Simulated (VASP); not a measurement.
A convergence study with VASP on Sr (fcc): one setting is varied, all else stays as given below, so the limit is that of these other settings.

```
Sr
1.0
    0.00000     3.04000     3.04000
    3.04000     0.00000     3.04000
    3.04000     3.04000     0.00000
Sr
1
Direct
  0.00000   0.00000   0.00000
```

These are PBE GGA, VASP's PBE PAW potentials (set 64) (plane waves; VASP) values and carry that method's errors. The tightest run used: 550 eV cut-off, 20×20×20 Γ-centred mesh, first-order Methfessel-Paxton smearing of 0.10 eV, potentials Sr_sv.

| setting | E (eV/atom) | pressure (GPa) | irreducible k-points |
|---|---|---|---|
| 1×1×1 mesh | -5.9553 | -3.50 | 1 |
| 2×2×2 mesh | -1.6372 | -3.77 | 3 |
| 3×3×3 mesh | -1.5468 | 0.35 | 4 |
| 4×4×4 mesh | -1.6752 | -0.02 | 8 |
| 5×5×5 mesh | -1.6504 | -0.40 | 10 |
| 6×6×6 mesh | -1.6094 | -0.28 | 16 |
| 7×7×7 mesh | -1.6354 | -0.25 | 20 |
| 8×8×8 mesh | -1.6411 | -0.34 | 29 |
| 9×9×9 mesh | -1.6332 | -0.32 | 35 |

Q: These are the cheaper rows. Estimate the results at 20×20×20 mesh, and how far the last row shown lies from them.

A: 
| quantity | tightest run | last row shown is off by |
|---|---|---|
| E (eV/atom) | -1.6354 | 0.0023 |
| pressure (GPa) | -0.30 | -0.02 |

Left out are rungs that failed or repeat a setting and relaxations that didn't move; long series are thinned to 24 rows.

The compound is Sr in the fcc structure. The cell was not relaxed at this level.
